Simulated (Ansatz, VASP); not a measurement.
# Cross-check of Re (Rhenium) between VASP and Ansatz

Aim: how closely do two programs agree when they are given the same cell, functional and k mesh? The structure shown comes from an earlier Ansatz run, which isn't shown and may have moved the atoms alone.

Calculated with Ansatz 0.2.0; plane waves, with VASP 6.6.1 beside it; elastic constants at LDA.

## (1) The starting structure

It takes space group P6_3/mmc (No. 194, hexagonal). Conventional cell: a = 2.738 Å, b = 2.738 Å, c = 4.415 Å, α = 90.00°, β = 90.00°, γ = 120.00°. Re has 12 Re at 2.72 to 2.74 Å nearest.

## (2) Ansatz: elastic constants, LDA

Ansatz runs on its default PAW (the set named soft_2) files.

Elastic constants are differences of stresses under small strains, so they test the stress and the mesh.

input.yaml reads:

```yaml
crystal:
  lattice:
    - [2.7376869712, 0.0, 0.0]
    - [-1.3688434856, 2.3709064647, 0.0]
    - [0.0, 0.0, 4.4154466156]
  atoms:
    - { symbol: Re, position: [0.3333333333, 0.6666666667, 0.25] }
    - { symbol: Re, position: [0.6666666667, 0.3333333333, 0.75] }
kpoints:
  mp_grid: { grid: [21, 21, 12] }
hamiltonian:
  xc: lda
scf:
  occupations: { method: gaussian, width: 0.1 }
output:
  forces: true
  stress: true
  eigenvalues: true
elastic:
  mode: relaxed_ion
  stencil: two_point
```

Started as:

```
ansatz run input.yaml --threads 4 --pin off --max-ram 8192MiB --backend cpu --events-out ev --progress --plain --runs-dir out
```

Numbers of over 12 decimals in the logs are rounded to 6 here.

Output:

```text
Engine: ansatz 0.2.0, aarch64-unknown-linux-gnu
Pseudopotentials: kind: paw
Pseudopotential: Re, paw, valence charge 15, recommended cutoff 420 eV (normal), Re.paw.azcp
Functional definition: SPW92
  exchange = slater_x
  correlation = pw_c
Crystal: 2 atoms, lattice volume = 28.660 Å³
Basis set: ecut = 420 eV, 573 PW (Γ)
Bands: 19, of which v1, the nominal top of the filled ones, is band 15 counted from 1 (14 counted from 0)
Symmetry: 24 space group operations
Space group: P63/mmc (ITA 194), of the structure as read, at distance tolerance 3.1e-5 Å
k-points: 336 of 5292
Non-local potential: Re, projectors of the file, l = 0: 3, l = 1: 2, l = 2: 2, l = 3: 1
PAW form: soft (Blöchl's): semilocal exchange-correlation on the pseudo side does not see the compensation charge
PAW frozen core: Re, regenerated for the run's functional, and the local potential with it (the file was generated under x = pbe(κ = 0.804, μ = 0.219515), c = pbe(β = 0.066725))
PAW one-centre angular grid: Re, 590 points (default); XC on 64 Gauss nodes
Initial density: superposition of atomic densities (neutral atoms: chi_scale 0, normalization atom), corrected by the library's trained network
Initial wavefunctions: pseudopotential atomic-orbital guess
Functional: x = slater, c = lda
SCF iter   1: F=—  HF=-21215.306973 eV  |F-HF|=—  |Δ(HF+E_count)|=         —  Δρ=1.03e-2  dr2=1.41e-2  ethr=1.77e-3  ⟨swp⟩=5.2  Hψ=28915  notcnv=0
preconditioner: auto → none  [metal: Δε(μ)=0.022 eV  Ē_g=6.266 eV  σ=0.100 eV  W_gap=0.12  n_scr=8 (ndim 8)  ℏωp=26.0 eV  f_vac=0.000  D(μ)=1.50/eV (n_scr^D=22)  sad-step TF]
SCF iter   2: F=—  HF=-21215.305811 eV  |F-HF|=—  |Δ(HF+E_count)|=   1.16e-3  Δρ=6.09e-3  dr2=5.12e-3  ethr=4.69e-5  ⟨swp⟩=1.2  Hψ=9267  notcnv=0
SCF iter   3: F=—  HF=-21215.304950 eV  |F-HF|=—  |Δ(HF+E_count)|=   8.62e-4  Δρ=3.10e-4  dr2=1.17e-5  ethr=1.71e-5  ⟨swp⟩=2.0  Hψ=8459  notcnv=0
SCF iter   4: F=—  HF=-21215.304947 eV  |F-HF|=—  |Δ(HF+E_count)|=   3.15e-6  Δρ=8.16e-5  dr2=1.26e-6  ethr=3.90e-8  ⟨swp⟩=2.0  Hψ=10626  notcnv=0
SCF iter   5: F=—  HF=-21215.304946 eV  |F-HF|=—  |Δ(HF+E_count)|=   5.70e-7  Δρ=1.50e-5  dr2=2.16e-8  ethr=4.18e-9  ⟨swp⟩=3.0  Hψ=11859  notcnv=0
SCF iter   6: F=—  HF=-21215.304946 eV  |F-HF|=—  |Δ(HF+E_count)|=   2.51e-9  Δρ=2.01e-6  dr2=3.98e-10  ethr=7.19e-11  ⟨swp⟩=2.1  Hψ=8461  notcnv=0
SCF iter   7: F=—  HF=-21215.304946 eV  |F-HF|=—  |Δ(HF+E_count)|=  7.64e-11  Δρ=2.61e-7  dr2=5.74e-12  ethr=1.33e-12  ⟨swp⟩=2.2  Hψ=9059  notcnv=0
SCF iter   8: F=-21215.304946 eV  HF=-21215.304946 eV  |F-HF|=1.09e-11  |Δ(HF+E_count)|=  1.09e-11  Δρ=2.43e-8  dr2=3.03e-14  ethr=1.00e-12  ⟨swp⟩=3.2  Hψ=26578  notcnv=0
SCF 1 converged in 8 iterations: F = -21215.304946 eV  dr2 = 3.03e-14
  greatest PAW one-centre occupation: 0.999 electrons in one spin orbital (limit 2), on the Re atom at site 1 (counted from 0), in its partial waves of l = 0
Crystal: 2 atoms, lattice volume = 28.602 Å³
Symmetry: 8 space group operations
k-points: 847 of 5292
Initial density: handed on by an earlier stage of this run
Initial wavefunctions: pseudopotential atomic-orbital guess (no wavefunctions were taken with the density)
iter 1 solved again at ethr=1.91e-5 eV; its pass at ethr=3.10e-3 eV (dr2=5.72e-3 eV) is discarded
SCF iter   1: F=—  HF=-21215.307298 eV  |F-HF|=—  |Δ(HF+E_count)|=         —  Δρ=5.12e-3  dr2=5.53e-3  ethr=1.91e-5  ⟨swp⟩=1.9  Hψ=93389  notcnv=0
preconditioner: auto → none  [metal: Δε(μ)=0.001 eV  Ē_g=6.318 eV  σ=0.100 eV  W_gap=0.01  n_scr=8 (ndim 8)  ℏωp=26.0 eV  f_vac=0.000  D(μ)=1.50/eV (n_scr^D=22)]
[...]
SCF 2 converged in 8 iterations: F = -21215.304692 eV  dr2 = 8.94e-15
relax step   1: F+E_penalty+E_count = -21215.30469153 eV  Δ(F+E_penalty+E_count) = +0.000e0 eV  max|allowed force component| = 6.542e-3 eV/Å  Δτ_max = 0.0000 Å  (8 SCF iters, accepted)
[...]
SCF 12 converged in 6 iterations: F = -21215.304884 eV  dr2 = 8.60e-20
[...]
SCF 13 converged in 8 iterations: F = -21215.304884 eV  dr2 = 6.58e-15
relax step   1: F+E_penalty+E_count = -21215.30488354 eV  Δ(F+E_penalty+E_count) = +0.000e0 eV  max|allowed force component| = 8.263e-6 eV/Å  Δτ_max = 0.0000 Å  (8 SCF iters, accepted)
[...]
SCF iter   1: F=—  HF=-21215.304884 eV  |F-HF|=—  |Δ(HF+E_count)|=         —  Δρ=1.01e-8  dr2=6.64e-15  ethr=1.00e-12  ⟨swp⟩=1.2  Hψ=115500  notcnv=0
iter 2 did not close the SCF: its close was put off for the readings that it lacked (scf_convergence_deferred on its scf_iter line)
SCF iter   2: F=-21215.304884 eV  HF=-21215.304884 eV  |F-HF|=7.28e-12  |Δ(HF+E_count)|=  3.64e-12  Δρ=4.95e-9  dr2=2.01e-15  ethr=3.33e-16 (applied; sched 1.00e-12)  ⟨swp⟩=2.0  Hψ=45240  notcnv=0  defer=10
iter 3 did not close the SCF: its close was put off for the readings that it lacked (scf_convergence_deferred on its scf_iter line)
SCF iter   3: F=-21215.304884 eV  HF=-21215.304884 eV  |F-HF|=7.28e-12  |Δ(HF+E_count)|=  3.64e-12  Δρ=2.15e-9  dr2=1.31e-15  ethr=3.33e-16 (applied; sched 1.00e-12)  ⟨swp⟩=1.0  Hψ=26546  notcnv=0  defer=1
iter 4 did not close the SCF: its close was put off for the readings that it lacked (scf_convergence_deferred on its scf_iter line)
SCF iter   4: F=-21215.304884 eV  HF=-21215.304884 eV  |F-HF|=3.64e-12  |Δ(HF+E_count)|=  7.28e-12  Δρ=1.97e-10  dr2=2.40e-17  ethr=3.33e-16 (applied; sched 1.00e-12)  ⟨swp⟩=1.0  Hψ=26543  notcnv=0
iter 5 did not close the SCF: its close was put off for the readings that it lacked (scf_convergence_deferred on its scf_iter line)
SCF iter   5: F=-21215.304884 eV  HF=-21215.304884 eV  |F-HF|=1.46e-11  |Δ(HF+E_count)|=  1.46e-11  Δρ=9.68e-11  dr2=9.26e-18  ethr=3.33e-16 (applied; sched 1.00e-12)  ⟨swp⟩=1.0  Hψ=26543  notcnv=0
SCF iter   6: F=-21215.304884 eV  HF=-21215.304884 eV  |F-HF|=0.00e0  |Δ(HF+E_count)|=  7.28e-12  Δρ=1.95e-11  dr2=4.23e-20  ethr=1.00e-12  ⟨swp⟩=1.0  Hψ=58697  notcnv=0
SCF 14 converged in 6 iterations: F = -21215.304884 eV  dr2 = 4.23e-20
SCF converged after 8 iterations
Free energy (F): -21215.304946 eV
Harris-Foulkes:  -21215.304946 eV  (|F-HF|=1.09e-11)
Internal energy: -21215.297330 eV  (E = F + TS)
E sigma→0 (E₀):  -21215.301138 eV
Entropy (-TS):   -0.007616 eV (-3.808 meV/atom)
Fermi energy:    24.359678 eV
--- Per-component energies (eV) ---
  E_band       = -132.060954
  E_kinetic    = 1087.565852
  E_local      = -1484.783565  (includes V_loc(G=0)·N_el)
  E_nonlocal   = 107.880864
  E_hartree    = 533.053530
  E_xc         = -803.435751
  E_vxc        = -611.524526  (∫ρ·V_xc dr)
  E_paw        = -16803.822028  (= ΣΔE_a)
  E_vpaw       = -297.306478  (= ΣTr[D̂ρ^β])
  E_aug_tail   = -0.000160  (compensation charges beyond the density's cutoff)
  E_ewald      = -3852.394224
  E_core_change = 0.638152  (= ΣΔE_core)
  E_smearing   = -0.007616  (= −TS)
  E_closure    = 0.000000  (closes the sum)
  Σ components = -21215.304946   (vs F -21215.304946, Δ=0.00e0)
--- Forces (eV/Å), atoms counted from 1 ---
  atom   1  Re    -0.00000000     0.00000000     0.00000000
  atom   2  Re     0.00000000    -0.00000000    -0.00000000
  max |Σ_I F_I| component: 9.25e-18 eV/Å
--- Stress (GPa, compression-positive) ---
        0.014317       0.000000      -0.000000
        0.000000       0.014317       0.000000
       -0.000000       0.000000       0.013900
  P = ⅓ Tr σ = 0.0142 GPa (0.142 kbar)
--- Band table (eV; the first three rows and the last of 336) ---
  k-point 0: bands = [... 11 lower, 22.7067, 22.7280, 23.5821, 23.5821, 24.5295, 24.5295, 25.1649, 27.8436]
  k-point 1: bands = [... 11 lower, 22.6601, 22.6757, 23.5257, 23.5257, 24.6564, 24.6564, 24.9074, 27.8572]
  k-point 2: bands = [... 11 lower, 22.5613, 22.5613, 23.3731, 23.3731, 24.2558, 24.9913, 24.9913, 27.8742]
  k-point 335: bands = [... 11 lower, 20.5478, 22.2135, 22.2135, 24.4159, 24.4159, 27.8321, 27.8321, 34.2583]
--- Elastic constants: 3 strain directions × 2 members + reference (group order 24) ---
  dense FFT box of the reference and of every strained cell: 20×20×30
  strains applied: 11, 33, 23; error gains: componentwise 1.00 (the most a stress slope's error grows in a printed constant), spectral 1.41 (1 for all six strains in a standard setting)
  C = ∂σ_k/∂η_j (tension-positive GPa; Voigt order 11 22 33 23 13 12):
       679.010    292.013    241.597     -0.000     -0.000     -0.000
       292.013    679.010    241.597     -0.000      0.000     -0.000
       241.625    241.625    743.394     -0.000      0.000     -0.000
         0.000     -0.000      0.000    177.292      0.000      0.000
        -0.000      0.000     -0.000      0.000    177.292      0.000
         0.000     -0.000      0.000      0.000      0.000    193.499
  reference stress σ⁰ (GPa):     -0.014     -0.014     -0.014     -0.000      0.000     -0.000
  C* (energy form; C + prestress term) asymmetry max|C*_kj − C*_jk| = 2.891e-2 GPa — a small one proves nothing (zero by symmetry where the batch's group is 432, −43m or m−3m); a large one is finite-difference/SCF noise where every solve meets its electron count
  moduli (Voigt/Reuss/Hill, GPa): K = 405.76/405.74/405.75   G = 198.03/195.01/196.52   E = 507.60   ν = 0.291
  mechanically stable: yes (min eigenvalue of sym C = 177.29 GPa)
  strain η (Voigt 11):  stress-route row diagonal C_11 = 679.01 GPa, energy-path curvature d²(F+E_count+ΔE)/dδ²/Ω₀ = 679.02 GPa
         δ    σ_11 (GPa)             F (eV)   n_scf  n_hpsi   n_pw
    -2.000e-3      -1.3844      -21215.3046958       6  192378    574   relax 3 steps, max|allowed force component| 5.22e-6 eV/Å
     2.000e-3       1.3316      -21215.3047110       6  192298    578   relax 2 steps, max|allowed force component| 2.69e-5 eV/Å
  strain η (Voigt 33):  stress-route row diagonal C_33 = 743.39 GPa, energy-path curvature d²(F+E_count+ΔE)/dδ²/Ω₀ = 743.37 GPa
         δ    σ_33 (GPa)             F (eV)   n_scf  n_hpsi   n_pw
    -2.000e-3      -1.5116      -21215.3046759       7  104697    574   relax 0 steps, max|allowed force component| 3.47e-17 eV/Å
     2.000e-3       1.4619      -21215.3046840       5   84277    578   relax 0 steps, max|allowed force component| 9.02e-17 eV/Å
  strain η (Voigt 23):  stress-route row diagonal C_44 = 177.29 GPa, energy-path curvature d²(F+E_count+ΔE)/dδ²/Ω₀ = 177.30 GPa
         δ    σ_23 (GPa)             F (eV)   n_scf  n_hpsi   n_pw
    -2.000e-3      -0.3546      -21215.3048835       6  317703    578   relax 1 steps, max|allowed force component| 8.26e-6 eV/Å
     2.000e-3       0.3546      -21215.3048835       6  317845    578   relax 1 steps, max|allowed force component| 8.26e-6 eV/Å
```

In the SCF lines HF is the Harris–Foulkes energy and dr2 the Hartree energy of the density residual, in eV; the loop may stop once dr2 is under the threshold and the program's other checks hold. Hψ counts applications of the Hamiltonian.

(Part 1 of 2 ends here.)

[Lines on the potential files, build, host, timing and source positions are cut from VASP's logs without a mark.]

[Logs are printed without paths, hosts, clocks, repeated set-up lines and the standing remarks that a program may print on its own settings, such as how far it seeks lower states.]

[Hosts, paths, dates, database ids (printed as entryN), source tags and the programs' standing remarks are cut or masked in the printed files.]
